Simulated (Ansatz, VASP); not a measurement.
# KZnI3: VASP beside Ansatz

The input POSCAR:

```
KZnI3
1.0
    5.6991873221      0.0000000000      0.0000000000
    0.0000000000      5.6991873221      0.0000000000
    0.0000000000      0.0000000000      5.6991873221
K Zn I
1 1 3
Direct
    0.0000000000      0.0000000000      0.0000000000
    0.5000000000      0.5000000000      0.5000000000
    0.5000000000      0.5000000000      0.0000000000
    0.5000000000      0.0000000000      0.5000000000
    0.0000000000      0.5000000000      0.5000000000
```

File INCAR.step1:

```
SYSTEM = KZnI3
  PREC = Accurate
  ENCUT = 520
  ISMEAR = -1
  SIGMA = 0.02
  LREAL = .FALSE.
  LASPH = .TRUE.
  NELM = 60
  NBANDS = 29
  GGA = PE
  ALGO = Normal
  EDIFF = 1E-4
  LWAVE = .TRUE.
  LCHARG = .FALSE.
```

File INCAR.step2:

```
SYSTEM = KZnI3
  PREC = Accurate
  ENCUT = 520
  EDIFF = 1E-6
  ISMEAR = -1
  SIGMA = 0.02
  LREAL = .FALSE.
  LASPH = .TRUE.
  NELM = 60
  ALGO = Normal
  ISIF = 2
  LWAVE = .FALSE.
  LCHARG = .TRUE.
  METAGGA = R2SCAN
  LMIXTAU = .TRUE.
  LELF = .TRUE.
  LVHAR = .TRUE.
  NBANDS = 29
  ISTART = 1
```

The input KPOINTS:

```
regular mesh
0
G
  4 4 4
  0 0 0
```

Input for Ansatz:

```yaml
crystal:
  lattice:
    - [5.6991873221, 0.0, 0.0]
    - [0.0, 5.6991873221, 0.0]
    - [0.0, 0.0, 5.6991873221]
  atoms:
    - { symbol: K, position: [0.0, 0.0, 0.0] }
    - { symbol: Zn, position: [0.5, 0.5, 0.5] }
    - { symbol: I, position: [0.5, 0.5, 0.0] }
    - { symbol: I, position: [0.5, 0.0, 0.5] }
    - { symbol: I, position: [0.0, 0.5, 0.5] }
kpoints:
  mp_grid: { grid: [4, 4, 4] }
hamiltonian:
  xc: r2scan
scf:
  occupations: { method: fermi_dirac, width: 0.02 }
  n_extra_bands: 5
output:
  forces: true
  stress: true
  eigenvalues: true
```

Alike in both runs: task single point; functional r2SCAN; k mesh 4 × 4 × 4; occupations fermi-dirac, width 0.02 eV; no spin polarisation.

```csv
,VASP,Ansatz
version,VASP 6.6.1,Ansatz 0.2.0
potentials or method,"VASP PAW PBE potentials, release 64 (K_sv, Zn, I)","plane waves, PAW"
plane-wave cutoff (eV),520,500
valence electrons in the cell,42,72
```

```tsv
	VASP	Ansatz	Ansatz less VASP
pressure (GPa)	0.0	0.0	-0.01
```

The two sets of potentials don't hold the same shells in valence.

Caveats: the PAW data sets were made with another functional, which shifts forces and pressure a little (VASP). The runs have no spin-orbit coupling, so splittings on I are missing.
